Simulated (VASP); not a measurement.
OSZICAR of a VASP run on SnTe (rock salt):

OSZICAR:
```
       N       E                     dE             d eps       ncg     rms          rms(c)
DAV:   1     0.123745497826E+03    0.12375E+03   -0.98372E+03   812   0.164E+03
DAV:   2     0.297686213227E+01   -0.12077E+03   -0.11949E+03   848   0.363E+02
DAV:   3    -0.734511207190E+01   -0.10322E+02   -0.10254E+02  1082   0.983E+01
DAV:   4    -0.761935323851E+01   -0.27424E+00   -0.27416E+00   912   0.174E+01
DAV:   5    -0.762999689647E+01   -0.10644E-01   -0.10643E-01  1150   0.329E+00    0.406E+00
DAV:   6    -0.756175823018E+01    0.68239E-01   -0.17386E-01   980   0.305E+00    0.256E+00
DAV:   7    -0.756276654076E+01   -0.10083E-02   -0.59482E-02   970   0.136E+00    0.847E-01
DAV:   8    -0.756355302820E+01   -0.78649E-03   -0.73821E-03   908   0.814E-01    0.167E-01
DAV:   9    -0.756366000256E+01   -0.10697E-03   -0.66170E-04   996   0.272E-01    0.394E-02
DAV:  10    -0.756367658390E+01   -0.16581E-04   -0.87128E-05   890   0.808E-02    0.247E-02
DAV:  11    -0.756368498917E+01   -0.84053E-05   -0.37698E-05   874   0.502E-02    0.215E-02
DAV:  12    -0.756368494955E+01    0.39618E-07   -0.21846E-06  1028   0.999E-03    0.115E-02
DAV:  13    -0.756368447107E+01    0.47848E-06   -0.33378E-07   902   0.409E-03    0.391E-03
DAV:  14    -0.756368441145E+01    0.59618E-07   -0.37736E-07   732   0.708E-03
   1 F= -.75636844E+01 E0= -.75636844E+01  d E =0.000000E+00
```

Q: Which electronic solver shows in the log?

A: It is blocked Davidson (ALGO = Normal, or the opening steps of other solvers). The INCAR had ALGO = Normal.

Q: Can the final energy be trusted as converged?

A: The run converged. It stopped with EDIFF = 1E-7, NELM = 100 (PBE GGA, plane waves, VASP's PBE PAW potentials (set 64)).

The compound is SnTe in the rock salt structure, which distorts at low temperature. It was relaxed first.
